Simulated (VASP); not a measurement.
Output of a VASP run:

**OSZICAR**
```
       N       E                     dE             d eps       ncg     rms          rms(c)
DAV:   1     0.112138137732E+03    0.11214E+03   -0.10009E+04  2080   0.139E+03
DAV:   2    -0.223071674939E+02   -0.13445E+03   -0.13008E+03  2465   0.337E+02
DAV:   3    -0.275816631154E+02   -0.52745E+01   -0.52412E+01  3320   0.593E+01
DAV:   4    -0.276918962949E+02   -0.11023E+00   -0.11020E+00  2625   0.811E+00
DAV:   5    -0.276959247052E+02   -0.40284E-02   -0.40284E-02  3218   0.106E+00    0.229E+01
DAV:   6    -0.249974045874E+02    0.26985E+01   -0.77425E+00  2520   0.202E+01    0.939E+00
DAV:   7    -0.249601915795E+02    0.37213E-01   -0.94692E-01  3175   0.644E+00    0.324E+00
DAV:   8    -0.249619173200E+02   -0.17257E-02   -0.11127E-01  2484   0.313E+00    0.835E-01
DAV:   9    -0.249586095362E+02    0.33078E-02   -0.19338E-02  2605   0.117E+00    0.153E-01
DAV:  10    -0.249585506235E+02    0.58913E-04   -0.96581E-04  2657   0.291E-01    0.450E-02
DAV:  11    -0.249585621770E+02   -0.11554E-04   -0.32479E-05  2801   0.674E-02    0.146E-02
DAV:  12    -0.249585621260E+02    0.51037E-07   -0.24658E-06  2822   0.164E-02    0.354E-03
DAV:  13    -0.249585621719E+02   -0.45864E-07   -0.31079E-07  2455   0.507E-03
   1 F= -.24958562E+02 E0= -.24958583E+02  d E =-.249586E+02
       N       E                     dE             d eps       ncg     rms          rms(c)
DAV:   1    -0.249595319649E+02   -0.96984E-03   -0.52519E-02  2245   0.231E+00    0.163E-01
DAV:   2    -0.249590507620E+02    0.48120E-03   -0.11680E-03  2345   0.296E-01    0.904E-02
DAV:   3    -0.249588522974E+02    0.19846E-03   -0.53643E-04  2395   0.211E-01    0.195E-02
DAV:   4    -0.249588516359E+02    0.66147E-06   -0.11621E-05  2296   0.313E-02    0.827E-03
DAV:   5    -0.249588517099E+02   -0.73962E-07   -0.46752E-07  2686   0.721E-03
   2 F= -.24958852E+02 E0= -.24958868E+02  d E =-.289538E-03
```

**OUTCAR**
```
------------------------ aborting loop because EDIFF is reached ----------------------------------------
  FORCE on cell =-STRESS in cart. coord.  units (eV):
  Direction    XX          YY          ZZ          XY          YZ          ZX
  --------------------------------------------------------------------------------------
  Total        1.4463661      1.4463666      1.4748867      0.0000000      0.0000000     -0.0000000
  in kB       77.4314982     77.4315260     78.9583552      0.0000000      0.0000000     -0.0000000
  external PRESSURE =      77.9404598 kB  Pullay stress =       0.0000000 kB
  volume of cell :       29.93
      direct lattice vectors                 reciprocal lattice vectors
     1.570716921 -2.720562001  0.000000000     0.318325978 -0.183785556 -0.000000000
     1.570716921  2.720562001 -0.000000000     0.318325978  0.183785556 -0.000000000
     0.000000000  0.000000000  3.501745725     0.000000000  0.000000000  0.285571849
 POSITION                                       TOTAL-FORCE (eV/Angst)
 -----------------------------------------------------------------------------------
      1.57072     -2.72056      3.50175         0.000000      0.000000     -0.000000
      1.57072      0.90686      1.75087         0.000000     -0.000000     -0.000000
      1.57072     -0.90686      1.75087        -0.000000      0.000000      0.000000
 -----------------------------------------------------------------------------------
    total drift:                                0.000000     -0.000000     -0.000000
  FREE ENERGIE OF THE ION-ELECTRON SYSTEM (eV)
  ---------------------------------------------------
  free  energy   TOTEN  =       -24.9588517099 eV

  energy  without entropy=      -24.9589019150  energy(sigma->0) =      -24.95886844

 reached required accuracy - stopping structural energy minimisation
```
(Selected blocks of OUTCAR.)

POSCAR:
```
ZrB2
1
    1.5686241521    -2.7169371944     0.0000000000
    1.5686241521     2.7169371944     0.0000000000
    0.0000000000     0.0000000000     3.5110956487
Zr B
1 2
Direct
  0.0000000000   1.0000000000   0.0000000000
  0.3333330000   0.6666670000   0.5000000000
  0.6666670000   0.3333330000   0.5000000000
```

Task: Write an INCAR and KPOINTS that could have produced this output.

Result: Several could match; the one computed here: the input of the run itself, PBE GGA, plane waves, VASP's PBE PAW potentials (set 64).

KPOINTS:
```
Regular mesh
0
gamma
 11 11 9
0 0 0
```

### INCAR
```
# general
SYSTEM  = ZrB2
PREC    = Accurate
ENCUT   = 520
LREAL   = .FALSE.
LASPH   = .TRUE.

# electronic loop
EDIFF   = 1E-7
NELM    = 100
ALGO    = Normal
LMAXMIX = 4

# smearing
ISMEAR  = 1
SIGMA   = 0.1

# functional
GGA     = PE

# ions
IBRION  = 2
NSW     = 30
ISIF    = 4
EDIFFG  = -0.01

# output
LWAVE   = .FALSE.
LCHARG  = .FALSE.
```

POTCAR, in this order: Zr_sv B (PBE.64 set). Program: vasp_std.

The compound is ZrB2 in the AlB2 type structure. This cell is one point of a volume scan, at 0.97 of the reference volume. Symmetry was kept, so distortions that lower it aren't found.
